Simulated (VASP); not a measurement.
# FeCu (Fm-3m) in VASP: a series of runs

One crystal, FeCu, is run at these levels: PBE, RPBE; tasks: relaxation of cell and atoms.

All numbers are computed with VASP 6.6.1; they aren't measurements. Logs are shortened: lines on timing, memory, paths and dates and some standing lists are left out, and cuts for length are marked.

## 1. The crystal as given

Symmetry: Fm-3m, No. 225, cubic system. The conventional cell has a = 4.339 Å, b = 4.339 Å, c = 4.339 Å, α = 90.00°, β = 90.00°, γ = 90.00°. Fe (site symmetry m-3m) is surrounded by 6 Cu at 2.17 Å. Cu (site symmetry m-3m) has 6 Fe at 2.17 Å as nearest neighbours.

The cell was built by a generator and needn't be a form met in nature.

## 2. Relaxation of cell and atoms, PBE, collinear spin, ferromagnetic start

INCAR

```
ALGO = Normal
EDIFF = 1E-6
EDIFFG = -0.02
ENCUT = 600
GGA = PE
IBRION = 2
ISIF = 3
ISMEAR = 1
ISPIN = 2
LASPH = T
LCHARG = F
LMAXMIX = 4
LORBIT = 11
LREAL = F
LWAVE = F
MAGMOM = 3 0.6
NELM = 120
NSW = 60
PREC = Accurate
SIGMA = 0.2
```

KPOINTS

```
k-points
0
Gamma
  11 11 11
```

POSCAR

```
FeCu
1.0
    0.0000000000      2.1696575300      2.1696575300
    2.1696575300      0.0000000000      2.1696575300
    2.1696575300      2.1696575300      0.0000000000
Fe Cu
1 1
Direct
    0.5000000000      0.5000000000      0.5000000000
    0.0000000000      0.0000000000      0.0000000000
```

Potentials or basis: VASP PAW PBE potentials, release 64 (Fe, Cu).

On the command line:

```console
$ cat potpaw_PBE.64/Fe/POTCAR potpaw_PBE.64/Cu/POTCAR > POTCAR
$ mpirun -np 1 vasp_std > vasp.out
```

OUTCAR:

```text
EDIFF = 1E-6
   EDIFFG = -0.02
   ENCUT = 600
   GGA = PE
   IBRION = 2
   ISIF = 3
   ISMEAR = 1
   ISPIN = 2
   LASPH = T
   LORBIT = 11
   LREAL = F
   NELM = 120
   NSW = 60
   PREC = Accurate

 ion  position               nearest neighbor table
   1  0.500  0.500  0.500-   2 2.17   2 2.17   2 2.17   2 2.17   2 2.17   2 2.17
   2  0.000  0.000  0.000-   1 2.17   1 2.17   1 2.17   1 2.17   1 2.17   1 2.17

  LATTYP: Found a face centered cubic cell.
 ALAT       =     4.3393150600

  Lattice vectors:

 A1 = (   0.0000000000,   2.1696575300,   2.1696575300)
 A2 = (   2.1696575300,   0.0000000000,   2.1696575300)
 A3 = (   2.1696575300,   2.1696575300,   0.0000000000)

Analysis of symmetry for initial positions (statically):
=====================================================================
 Subroutine PRICEL returns:
 Original cell was already a primitive cell.

 Routine SETGRP: Setting up the symmetry group for a
 face centered cubic supercell.

 Subroutine GETGRP returns: Found 48 space group operations
 (whereof 48 operations were pure point group operations)
 out of a pool of 48 trial point group operations.

The static configuration has the point symmetry O_h .

Analysis of symmetry for dynamics (positions and initial velocities):
=====================================================================
 Subroutine PRICEL returns:
 Original cell was already a primitive cell.

 Routine SETGRP: Setting up the symmetry group for a
 face centered cubic supercell.

 Subroutine GETGRP returns: Found 48 space group operations
 (whereof 48 operations were pure point group operations)
 out of a pool of 48 trial point group operations.

The dynamic configuration has the point symmetry O_h .

Analysis of structural, dynamic, and magnetic symmetry:
=====================================================================
 Subroutine PRICEL returns:
 Original cell was already a primitive cell.

 Routine SETGRP: Setting up the symmetry group for a
 face centered cubic supercell.

 Subroutine GETGRP returns: Found 48 space group operations
 (whereof 48 operations were pure point group operations)
 out of a pool of 48 trial point group operations.

The overall configuration has the point symmetry O_h .

 Subroutine INISYM returns: Found 48 space group operations
 (whereof 48 operations are pure point group operations),
 and found     1 'primitive' translations

----------------------------------------------------------------------------------------

                                     Primitive cell
[... 124 lines left out ...]
 Methfessel and Paxton  Order N= 1 SIGMA  =   0.20
  energy-cutoff  :      600.00
  volume of cell :       20.43
 maximum number of plane-waves:       701
 NGX is ok and might be reduce to    28
   NGX = 13   NGY = 13   NGZ = 13

--------------------------------------- Ionic step        1  -------------------------------------------

 number of electron      19.0000005 magnetization       2.6802342

 Free energy of the ion-electron system (eV)
  ---------------------------------------------------
  ext. energy  EPLUGINS =         0.00000000
  ---------------------------------------------------
  free energy    TOTEN  =        -9.03428672 eV

  energy without entropy =       -9.03431874  energy(sigma->0) =       -9.03429739

------------------------ aborting loop because EDIFF is reached ----------------------------------------

  FORCE on cell =-STRESS in cart. coord.  units (eV):
  Direction    XX          YY          ZZ          XY          YZ          ZX
  --------------------------------------------------------------------------------------
  -------------------------------------------------------------------------------------
  Total        9.7233759      9.7233759      9.7233759      0.0000000     -0.0000000      0.0000000
  in kB      762.6479329    762.6479329    762.6479329      0.0000000     -0.0000000      0.0000000
  external PRESSURE =     762.6479329 kB  Pullay stress =       0.0000000 kB
[... 23 lines left out ...]
--------------------------------------- Ionic step        2  -------------------------------------------

 number of electron      19.0000008 magnetization       3.1926083

 E-fermi :   2.7383     XC(G=0): -10.2125

 val. band max:        2.7355071572   @ k =   0.4545   0.2727   0.0909
 cond. band min:       2.7473129639   @ k =  -0.4545   0.3636   0.0909
 fundamental gap:      0.0118058067
 Fermi energy:         2.7382714495

 spin component 1

 k-point     1 :       0.0000    0.0000    0.0000
  band No.  band energies     occupation
      1      -3.7678      1.00000
      2      -0.7329      1.00000
      3      -0.7329      1.00000
      4      -0.7329      1.00000
      5      -0.6926      1.00000
      6      -0.6926      1.00000
      7       0.8093      1.00000
      8       0.8093      1.00000
      9       0.8093      1.00000
     10       1.5087      1.00000
     11       1.5087      1.00000
     12      10.5790      0.00000
[... 924 lines left out ...]
--------------------------------------- Ionic step        4  -------------------------------------------

 number of electron      18.9999996 magnetization       2.9792917

 Free energy of the ion-electron system (eV)
  ---------------------------------------------------
  ext. energy  EPLUGINS =         0.00000000
  ---------------------------------------------------
  free energy    TOTEN  =       -10.41825944 eV

  energy without entropy =      -10.42015321  energy(sigma->0) =      -10.41889070

 E-fermi :   5.1006     XC(G=0): -11.7427

 val. band max:        5.0573480055   @ k =   0.4545   0.1818   0.0909
 cond. band min:       5.1127581003   @ k =   0.2727   0.0000   0.0000
 fundamental gap:      0.0554100947
 Fermi energy:         5.1006253595

 spin component 1

 k-point     1 :       0.0000    0.0000    0.0000
  band No.  band energies     occupation
      1      -2.9324      1.00000
      2       0.7611      1.00000
      3       0.7611      1.00000
      4       0.9318      1.00000
      5       0.9318      1.00000
      6       0.9318      1.00000
      7       3.3701      1.00000
      8       3.3701      1.00000
      9       3.3701      1.00000
     10       4.3538      1.00000
     11       4.3538      1.00000
     12      15.1629      0.00000
[... 882 lines left out ...]
  FREE ENERGIE OF THE ION-ELECTRON SYSTEM (eV)
  ---------------------------------------------------
  free  energy   TOTEN  =       -10.4182594356 eV

  energy  without entropy=      -10.4201532138  energy(sigma->0) =      -10.41889070

 reached required accuracy - stopping structural energy minimisation

 total charge

# of ion       s       p       d       tot
------------------------------------------
    1        0.419   0.360   6.133   6.911
    2        0.538   0.378   9.132  10.049
--------------------------------------------------
tot          0.957   0.737  15.265  16.960

 magnetization (x)

# of ion       s       p       d       tot
------------------------------------------
    1        0.023  -0.010   2.866   2.878
    2       -0.042  -0.046   0.214   0.126
--------------------------------------------------
tot         -0.019  -0.057   3.080   3.004
```

Run time: 3.4 min. Hardware: 1 thread of Intel Xeon Platinum 8488C (Sapphire Rapids), shared host; peak memory 0.21 GiB.

Results:

* Free energy: -10.4183 eV
* Relaxed volume: 14.14 Å³/atom
* Relaxed cell: a = 3.420 Å, b = 3.420 Å, c = 3.420 Å, α = 60.00°, β = 60.00°, γ = 60.00°
* Space group after relaxing (to 0.05 Å): Fm-3m (No. 225)
* Energy gained by relaxing: 692.0 meV/atom
* Ionic steps: 4
* Pressure after relaxing: -0.1 GPa
* Band gap on the k mesh: none (metal or under the smearing width)
* Net moment: 2.98 μB per cell
* Site moments: Fe +2.88; Cu +0.13 μB
* Valence electrons inside the program's atomic spheres: Fe 6.91; Cu 10.05

Step by step:
| step | energy change (eV) | largest force (eV/Å) | pressure (GPa) | volume (Å³) |
| --- | --- | --- | --- | --- |
| 1 | 0.0000 | 0.0000 | 76.26 | 20.43 |
| 2 | -0.6925 | 0.0000 | -16.06 | 38.43 |
| 3 | -1.3831 | 0.0000 | -1.37 | 28.50 |
| 4 | -1.3840 | 0.0000 | -0.12 | 28.28 |

Final structure:
```cif
data_structure
_symmetry_space_group_name_H-M 'P 1'
_symmetry_Int_Tables_number 1
_cell_length_a 3.4198
_cell_length_b 3.4198
_cell_length_c 3.4198
_cell_angle_alpha 60.000
_cell_angle_beta 60.000
_cell_angle_gamma 60.000
_cell_volume 28.28
loop_
_atom_site_label
_atom_site_type_symbol
_atom_site_fract_x
_atom_site_fract_y
_atom_site_fract_z
_atom_site_occupancy
Fe1 Fe 0.50000 0.50000 0.50000 1
Cu1 Cu 0.00000 0.00000 0.00000 1
```

Caveat: the volume moved by over 15 % at a fixed basis, so the end points are rough.

## 3. Relaxation of cell and atoms, RPBE, collinear spin, ferromagnetic start

INCAR

```
SYSTEM = FeCu
ALGO     = Normal         ! electronic algorithm
EDIFF    = 1E-7           ! SCF threshold, eV
EDIFFG   = -0.01          ! ionic threshold
ENCUT    = 600            ! plane-wave cutoff, eV
GGA      = RP             ! functional
IBRION   = 2              ! ionic algorithm
ISIF     = 3              ! what is computed and relaxed
ISMEAR   = 1              ! smearing method
ISPIN    = 2              ! spin polarisation
LASPH    = .True.         ! aspherical terms in the spheres
LCHARG   = .False.        ! write CHGCAR
LMAXMIX  = 4              ! l up to which the mixer works
LORBIT   = 11             ! projections on sites
LREAL    = .False.        ! projectors in reciprocal space
LWAVE    = .False.        ! write WAVECAR
MAGMOM   = 3 0.6          ! initial moments
NELM     = 100            ! most SCF steps
NSW      = 60             ! ionic steps
PREC     = Accurate       ! precision mode
SIGMA    = 0.2            ! smearing width, eV
```

KPOINTS

```
k-points
0
Gamma
  11 11 11
  0 0 0
```

POSCAR is that of step 2.

Potentials or basis: VASP PAW PBE potentials, release 64 (Fe, Cu).

On the command line:

```console
$ cat potpaw_PBE.64/Fe/POTCAR potpaw_PBE.64/Cu/POTCAR > POTCAR
$ mpirun -np 1 vasp_std > vasp.out
```

OUTCAR:

```text
SYSTEM = FeCu
   EDIFF = 1E-7
   EDIFFG = -0.01
   ENCUT = 600
   GGA = RP
   IBRION = 2
   ISIF = 3
   ISMEAR = 1
   ISPIN = 2
   LASPH = .True.
   LORBIT = 11
   LREAL = .False.
   NELM = 100
   NSW = 60
   PREC = Accurate

 ion  position               nearest neighbor table
   1  0.500  0.500  0.500-   2 2.17   2 2.17   2 2.17   2 2.17   2 2.17   2 2.17
   2  0.000  0.000  0.000-   1 2.17   1 2.17   1 2.17   1 2.17   1 2.17   1 2.17

  LATTYP: Found a face centered cubic cell.
 ALAT       =     4.3393150600

  Lattice vectors:

 A1 = (   0.0000000000,   2.1696575300,   2.1696575300)
 A2 = (   2.1696575300,   0.0000000000,   2.1696575300)
 A3 = (   2.1696575300,   2.1696575300,   0.0000000000)

Analysis of symmetry for initial positions (statically):
=====================================================================
 Subroutine PRICEL returns:
 Original cell was already a primitive cell.

 Routine SETGRP: Setting up the symmetry group for a
 face centered cubic supercell.

 Subroutine GETGRP returns: Found 48 space group operations
 (whereof 48 operations were pure point group operations)
 out of a pool of 48 trial point group operations.

The static configuration has the point symmetry O_h .

Analysis of symmetry for dynamics (positions and initial velocities):
[... 1162 lines left out ...]

[... ionic steps 4 to 12 ...]

--------------------------------------- Ionic step       13  -------------------------------------------

 number of electron      18.9999991 magnetization       3.0311414

------------------------ aborting loop because EDIFF is reached ----------------------------------------
[... 67 lines left out ...]
--------------------------------------- Ionic step       15  -------------------------------------------

 number of electron      18.9999991 magnetization       3.0310968

 Free energy of the ion-electron system (eV)
  ---------------------------------------------------
  ext. energy  EPLUGINS =         0.00000000
  ---------------------------------------------------
  free energy    TOTEN  =        -9.56540916 eV

  energy without entropy =       -9.56543272  energy(sigma->0) =       -9.56541701

 E-fermi :   4.9349     XC(G=0): -11.4337

 val. band max:        4.9329370461   @ k =   0.4545   0.1818   0.0909
 cond. band min:       4.9704441202   @ k =  -0.3636   0.2727   0.0909
 fundamental gap:      0.0375070740
 Fermi energy:         4.9348530593

 spin component 1

 k-point     1 :       0.0000    0.0000    0.0000
  band No.  band energies     occupation
      1      -2.8922      1.00000
      2       0.7068      1.00000
      3       0.7068      1.00000
      4       0.8400      1.00000
      5       0.8400      1.00000
      6       0.8400      1.00000
      7       3.1136      1.00000
      8       3.1136      1.00000
      9       3.1136      1.00000
     10       4.0701      1.00000
     11       4.0701      1.00000
     12      14.7389      0.00000
[... 882 lines left out ...]
  FREE ENERGIE OF THE ION-ELECTRON SYSTEM (eV)
  ---------------------------------------------------
  free  energy   TOTEN  =        -9.5654091583 eV

  energy  without entropy=       -9.5654327162  energy(sigma->0) =       -9.56541701

 reached required accuracy - stopping structural energy minimisation

 total charge

# of ion       s       p       d       tot
------------------------------------------
    1        0.409   0.340   6.103   6.853
    2        0.520   0.355   9.129  10.004
--------------------------------------------------
tot          0.930   0.696  15.232  16.857

 magnetization (x)

# of ion       s       p       d       tot
------------------------------------------
    1        0.026  -0.010   2.927   2.943
    2       -0.043  -0.047   0.210   0.119
--------------------------------------------------
tot         -0.017  -0.057   3.137   3.062
```

OSZICAR:

```text
N       E                     dE             d eps       ncg     rms          rms(c)
DAV:   1     0.105604866072E+03    0.10560E+03   -0.99002E+03  3616   0.226E+03
DAV:   2    -0.602787931695E+01   -0.11163E+03   -0.10488E+03  3360   0.297E+02
DAV:   3    -0.924082203230E+01   -0.32129E+01   -0.31077E+01  3969   0.749E+01
[... 114 lines left out ...]
DAV:   2    -0.956540871183E+01    0.26969E-07   -0.17946E-07  1680   0.182E-02
  14 F= -.95654087E+01 E0= -.95654169E+01  d E =-.427779E-06  mag=     3.0311
       N       E                     dE             d eps       ncg     rms          rms(c)
DAV:   1    -0.956540921865E+01   -0.47986E-06   -0.11705E-06  3367   0.344E-02    0.230E-03
DAV:   2    -0.956540915833E+01    0.60320E-07   -0.73677E-07  2976   0.360E-02
  15 F= -.95654092E+01 E0= -.95654170E+01  d E =-.874283E-06  mag=     3.0311
```

CONTCAR:

```text
FeCu
   1.00000000000000
    -0.0000000000000000    2.4480769987440998    2.4480769987440998
     2.4480769987440998   -0.0000000000000000    2.4480769987440998
     2.4480769987440998    2.4480769987440998    0.0000000000000000
  Fe              Cu
     1     1
Direct
     0.5000000000000000    0.5000000000000000    0.5000000000000000
     0.0000000000000000    0.0000000000000000    0.0000000000000000

  0.00000000E+00  0.00000000E+00  0.00000000E+00
  0.00000000E+00  0.00000000E+00  0.00000000E+00
```

It took 4.6 min on 1 thread of Intel Xeon Platinum 8488C (Sapphire Rapids), shared host; peak memory 0.2 GiB.

What came out:

| Item | Value |
| --- | --- |
| Free energy | -9.5654 eV |
| Relaxed volume | 14.67 Å³/atom |
| Relaxed cell | a = 3.462 Å, b = 3.462 Å, c = 3.462 Å, α = 60.00°, β = 60.00°, γ = 60.00° |
| Space group after relaxing (to 0.05 Å) | Fm-3m (No. 225) |
| Energy gained by relaxing | 828.2 meV/atom |
| Ionic steps | 15 |
| Pressure after relaxing | 0.1 GPa |
| Band gap on the k mesh | none (metal or under the smearing width) |
| Net moment | 3.03 μB per cell |
| Site moments | Fe +2.94; Cu +0.12 μB |
| Valence electrons inside the program's atomic spheres | Fe 6.85; Cu 10.00 |

Step by step:
```tsv
step	energy change (eV)	largest force (eV/Å)	pressure (GPa)	volume (Å³)
1	0.0000	0.0000	83.19	20.43
2	-0.9921	0.0000	-13.89	40.46
3	-1.6563	0.0000	-0.48	29.55
4	-1.6565	0.0000	0.18	29.34
5	-1.6565	0.0000	0.13	29.34
6	-1.6565	0.0000	0.18	29.34
7	-1.6565	0.0000	0.16	29.34
8	-1.6565	0.0000	0.17	29.34
9	-1.6565	0.0000	0.17	29.34
10	-1.6565	0.0000	0.17	29.34
11	-1.6565	0.0000	0.17	29.34
12	-1.6565	0.0000	0.16	29.34
13	-1.6565	0.0000	0.15	29.34
14	-1.6565	0.0000	0.12	29.34
15	-1.6565	0.0000	0.05	29.34
```

Final structure:
```
Fe Cu
1.0
     0.00000    2.44808    2.44808
     2.44808    0.00000    2.44808
     2.44808    2.44808    0.00000
Fe Cu
1 1
Direct
  0.50000 0.50000 0.50000
  0.00000 0.00000 0.00000
```

Levels at points of the mesh, in eV from the Fermi level:
Spin up:
```
           k point  band 9  band 10  band 11  band 12  band 13  band 14
(0.00, 0.00, 0.00)   -1.82    -0.86    -0.86     9.80     9.80     9.80
```
Spin down:
| k point | band 6 | band 7 | band 8 | band 9 | band 10 | band 11 |
| --- | --- | --- | --- | --- | --- | --- |
| (0.00, 0.00, 0.00) | -3.26 | 0.83 | 0.83 | 0.83 | 0.87 | 0.87 |

Caveat: the volume moved by over 15 % at a fixed basis, so the end points are rough; the PAW data sets were made with another functional, which shifts forces and pressure a little.

## 4. For comparison

An earlier run on the cell as given: functional PBE; potentials or basis VASP PAW PBE potentials, release 64 (Fe, Cu); cutoff 520 eV; k mesh 11 × 11 × 11; occupations fermi-dirac, width 0.05 eV; collinear spin, ferromagnetic start; starting moments [3.0, 0.6] μB.

* Pressure: 76.3 GPa
* Band gap on the k mesh: none (metal or under the smearing width)
* Net moment: 2.68 μB per cell
* Site moments: Fe +2.46; Cu +0.20 μB
* Valence electrons inside the program's atomic spheres: Fe 7.56; Cu 10.50

## 5. Summary

```tsv
task	level	cell	cutoff (eV)	smearing	gap on the mesh (eV)	pressure (GPa)	moment (μB)	relaxed volume (Å³/atom)
relaxation of cell and atoms	PBE	relaxed	600	methfessel-paxton 0.2 eV	none	-0.1	2.98	14.14
relaxation of cell and atoms	RPBE	relaxed	600	methfessel-paxton 0.2 eV	none	0.1	3.03	14.67
single point	PBE	as given	520	fermi-dirac 0.05 eV	none	76.3	2.68	-
```

Alike in all rows: potentials or basis VASP PAW PBE potentials, release 64 (Fe, Cu); spin collinear, ferromagnetic start; k mesh 11 × 11 × 11.

Caveats: the volume moved by over 15 % at a fixed basis, so the end points are rough (some runs); the PAW data sets were made with another functional, which shifts forces and pressure a little (some runs); a pressure of tens of GPa on the cell as given is suspect, and the run, the potentials or the cell itself is likely at fault (some runs).

Total energies depend on the potentials used, so only differences within one code and one set of settings carry meaning.
